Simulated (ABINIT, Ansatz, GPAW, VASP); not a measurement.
## One structure in several programs: Sr (P6_3/mmc, 2 atoms in the cell)

Self-consistent single point.

```yaml
crystal:
  lattice:
    - [4.25862, 0.00000, 0.00000]
    - [-2.12931, 3.68807, 0.00000]
    - [0.00000, 0.00000, 6.97482]
  atoms:
    - { symbol: Sr, position: [0.33333, 0.66667, 0.25000] }
    - { symbol: Sr, position: [0.66667, 0.33333, 0.75000] }
```

All programs got the same cell, k-point mesh and kind of occupations (in Ansatz's words: kpoints.mp_grid.grid = 12 12 7; scf.occupations.method = gaussian; scf.occupations.width = 0.272 eV); potentials, basis and cutoffs are each program's usual ones.

| code | model | pressure (GPa) | cutoff |
|---|---|---|---|
| VASP | PBEsol, VASP's PBE PAW potentials (set 64) | -0.55 | 300 eV |
| Ansatz | PBEsol, PAW files made with PBE | -0.50 | default |
| GPAW | PBEsol, GPAW PAW datasets PBEsol (made by gpaw-setup) | -0.47 | 550 eV |
| ABINIT | PBEsol, norm-conserving pseudopotentials (PseudoDojo nc-sr-04 PBEsol standard) | -0.51 | 34 Ha |

The spread over the programs that give each value: pressure within 0.08 GPa.

The starting cell comes from a database of computed structures (which also holds hypothetical and non-ambient phases and stackings), without a prior relaxation at this level. Its lattice was rescaled by a random factor within 2.5 % of one.

Task: Why do the programs differ, and what cannot be compared?

Result: Differences of this kind can come from the potentials, where these differ, and from what each basis and cutoff leave unconverged. The zero of total energies and Fermi levels follows the potentials and each program's conventions, so they are not compared here. Ansatz's pressure is given at a fixed set of plane waves, as the other plane-wave codes print theirs.

VASP's run is marked for a possible Pulay error in its stress at this cutoff; no cutoff test was made.

Left out of this page: Quantum ESPRESSO, CP2K, Elk, FLEUR and SIESTA (not drawn, or without a comparable value).

Ansatz is a program for electronic structure.

Keys are those of Ansatz 0.2.
